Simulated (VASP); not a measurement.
A VASP calculation is set up with these files.

### INCAR
```
LWAVE = F
GGA = PE
ISIF = 3
SIGMA = 0.1
ALGO = Normal   ! blocked Davidson
NSW = 40
LREAL = F   ! projection in real space or not
IBRION = 2   ! conjugate gradients
LCHARG = F
ISMEAR = 1   ! Methfessel-Paxton
LASPH = T
LMAXMIX = 4   ! l cut-off of mixed one-centre charges
PSTRESS = 100
ENCUT = 500
PREC = Accurate
EDIFFG = -0.02   ! ionic stop
NELM = 100   ! most electronic steps
SYSTEM = Ba
EDIFF = 1E-6
```

KPOINTS:
```
kpoints
0
G
12 12 12
0 0 0
```

**POSCAR**
```
Ba
1
   -2.1010990257     2.1010990257     2.1010990257
    2.1010990257    -2.1010990257     2.1010990257
    2.1010990257     2.1010990257    -2.1010990257
Ba
1
Direct
  0.0000000000   0.0000000000   0.0000000000
```

POTCAR, in this order: Ba_sv (PBE.64 set). Program: vasp_std.

Q: Write an equivalent input for Ansatz.

A: One equivalent input (not run):
Ansatz 0.2 input:
```yaml
crystal:
  lattice:
    - [-2.1010990, 2.1010990, 2.1010990]
    - [2.1010990, -2.1010990, 2.1010990]
    - [2.1010990, 2.1010990, -2.1010990]
  atoms:
    - { symbol: Ba, position: [0.0000000, 0.0000000, 0.0000000] }
kpoints:
  mp_grid: { grid: [12, 12, 12] }
hamiltonian:
  xc: pbe
  pseudopotentials: { kind: paw }
scf:
  occupations: { method: methfessel_paxton, width: 0.1 }
  max_iter: 100
relax:
  max_steps: 40
  f_tol: 0.02
  cell: { p_target: 10 }
output: { forces: true, stress: true, eigenvalues: true }
```
The two are equivalent in intent, not identical: each code has its own PAW files, so the cut-off isn't converted (ENCUT is set for VASP's; basis.ecutwfc is left out, and Ansatz then takes the one that its files recommend); Ansatz stops its SCF on the density residual and VASP on the energy change (EDIFF).

The compound is Ba in the bcc structure. It was relaxed first under an external pressure of 10 GPa.
